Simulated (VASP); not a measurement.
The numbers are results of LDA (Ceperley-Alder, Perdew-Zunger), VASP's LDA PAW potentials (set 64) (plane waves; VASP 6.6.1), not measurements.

VASP input:

KPOINTS:
```
kpoints
0
gamma
  7 7 7
```

File POSCAR:
```
Al3Sc
8.156540
  0.5000000000   0.0000000000   0.0000000000
  0.0000000000   0.5000000000   0.0000000000
  0.0000000000   0.0000000000   0.5000000000
Sc Al
1 3
Direct
  0.0000000000   0.0000000000   0.0000000000
  0.0000000000   0.5000000000   0.5000000000
  0.5000000000   0.0000000000   0.5000000000
  0.5000000000   0.5000000000   0.0000000000
```

**INCAR**
```
# general
SYSTEM  = Al3Sc
PREC    = Accurate
ENCUT   = 300   # plane-wave cut-off (eV)
LREAL   = .FALSE.   # projection in real space or not
LASPH   = .TRUE.   # aspherical one-centre terms

# electronic loop
EDIFF   = 1E-6   # SCF stop (eV)
NELM    = 100
ALGO    = Normal
LMAXMIX = 4

# smearing
ISMEAR  = -1
SIGMA   = 0.1   # width (eV)

# ions
ISIF    = 2   # forces and stress, cell fixed

# output
LWAVE   = .FALSE.
LCHARG  = .FALSE.
```

POTCAR, in this order: Sc_sv Al (LDA.64 set). Program: vasp_std.

Output

**OSZICAR**
```
       N       E                     dE             d eps       ncg     rms          rms(c)
DAV:   1     0.701068118421E+02    0.70107E+02   -0.62418E+03   584   0.847E+02
DAV:   2    -0.177558483296E+02   -0.87863E+02   -0.86292E+02   650   0.305E+02
DAV:   3    -0.221610183796E+02   -0.44052E+01   -0.41692E+01   860   0.514E+01
DAV:   4    -0.223060701131E+02   -0.14505E+00   -0.14487E+00   818   0.880E+00
DAV:   5    -0.223071547894E+02   -0.10847E-02   -0.10845E-02   756   0.809E-01    0.903E+00
DAV:   6    -0.213740987504E+02    0.93306E+00   -0.49253E+00   940   0.267E+01    0.319E+00
DAV:   7    -0.213145364215E+02    0.59562E-01   -0.11466E-01   838   0.334E+00    0.192E+00
DAV:   8    -0.212855053607E+02    0.29031E-01   -0.48824E-02   924   0.203E+00    0.262E-01
DAV:   9    -0.212853710564E+02    0.13430E-03   -0.82359E-03   888   0.125E+00    0.201E-01
DAV:  10    -0.212849983506E+02    0.37271E-03   -0.12014E-03   912   0.439E-01    0.714E-02
DAV:  11    -0.212849811494E+02    0.17201E-04   -0.40129E-05   882   0.699E-02    0.281E-02
DAV:  12    -0.212849695641E+02    0.11585E-04   -0.89113E-05   936   0.113E-01    0.279E-03
DAV:  13    -0.212849695608E+02    0.32562E-08   -0.22546E-06   492   0.173E-02
   1 F= -.21284970E+02 E0= -.21263170E+02  d E =-.435995E-01
```

### OUTCAR
```
------------------------ aborting loop because EDIFF is reached ----------------------------------------
  FORCE on cell =-STRESS in cart. coord.  units (eV):
  Direction    XX          YY          ZZ          XY          YZ          ZX
  --------------------------------------------------------------------------------------
  Total       -1.3398081     -1.3398081     -1.3398081     -0.0000000     -0.0000000     -0.0000000
  in kB      -31.6464689    -31.6464689    -31.6464689     -0.0000000     -0.0000000     -0.0000000
  external PRESSURE =     -31.6464689 kB  Pullay stress =       0.0000000 kB
  volume of cell :       67.83
      direct lattice vectors                 reciprocal lattice vectors
     4.078270000  0.000000000  0.000000000     0.245202010  0.000000000  0.000000000
     0.000000000  4.078270000  0.000000000     0.000000000  0.245202010  0.000000000
     0.000000000  0.000000000  4.078270000     0.000000000  0.000000000  0.245202010
 POSITION                                       TOTAL-FORCE (eV/Angst)
 -----------------------------------------------------------------------------------
      0.00000      0.00000      0.00000         0.000000      0.000000      0.000000
      0.00000      2.03913      2.03913         0.000000      0.000000      0.000000
      2.03913      0.00000      2.03913         0.000000      0.000000      0.000000
      2.03913      2.03913      0.00000         0.000000      0.000000      0.000000
 -----------------------------------------------------------------------------------
    total drift:                                0.000000      0.000000      0.000000
  FREE ENERGIE OF THE ION-ELECTRON SYSTEM (eV)
  ---------------------------------------------------
  free  energy   TOTEN  =       -21.2849695608 eV

  energy  without entropy=      -21.2413700355  energy(sigma->0) =      -21.26316980
```
(Selected blocks of OUTCAR.)

### OUTCAR
```
 val. band max:        7.0451318931   @ k =   0.2857   0.0000   0.0000

 cond. band min:       7.1107837015   @ k =   0.2857   0.2857   0.0000


 Fermi energy:         7.0604099057

 k-point     1 :       0.0000    0.0000    0.0000
  band No.  band energies     occupation
      1     -41.2320      2.00000
      2     -20.2971      2.00000
      3     -20.2971      2.00000
      4     -20.2971      2.00000
      5      -2.9007      2.00000
      6       4.4738      2.00000
      7       4.4738      2.00000
      8       5.3459      2.00000
      9       5.3459      2.00000
     10       5.3459      2.00000
     11       8.3894      0.00000
     12       8.3894      0.00000
     13       8.3894      0.00000
     14       8.4257      0.00000

 k-point     2 :       0.1429    0.0000    0.0000
  band No.  band energies     occupation
      1     -41.2317      2.00000
      2     -20.3037      2.00000
      3     -20.2965      2.00000
      4     -20.2965      2.00000
      5      -2.7119      2.00000
      6       3.2446      2.00000
      7       4.6212      2.00000
      8       5.3619      2.00000
      9       5.3619      2.00000
     10       6.1124      1.99985
     11       8.2994      0.00001
     12       8.2994      0.00001
     13       8.4459      0.00000
     14       9.1421      0.00000

 k-point     3 :       0.2857    0.0000    0.0000
  band No.  band energies     occupation
      1     -41.2311      2.00000
      2     -20.3187      2.00000
      3     -20.2954      2.00000
      4     -20.2954      2.00000
      5      -2.1586      2.00000
      6       1.6031      2.00000
      7       5.0318      2.00000
      8       5.3893      2.00000
      9       5.3893      2.00000
     10       7.0451      1.07624
     11       8.1794      0.00003
     12       8.1794      0.00003
     13       8.5810      0.00000
     14       9.1674      0.00000

 k-point     4 :       0.4286    0.0000    0.0000
  band No.  band energies     occupation
...
```

At this cut-off the stress carries a Pulay error, which pulls relaxed volumes low.

The structure is a typed Al3Sc crystal (Pm-3m). The cell was not relaxed at this level, and its volume differs by -5.9 % from the start's.
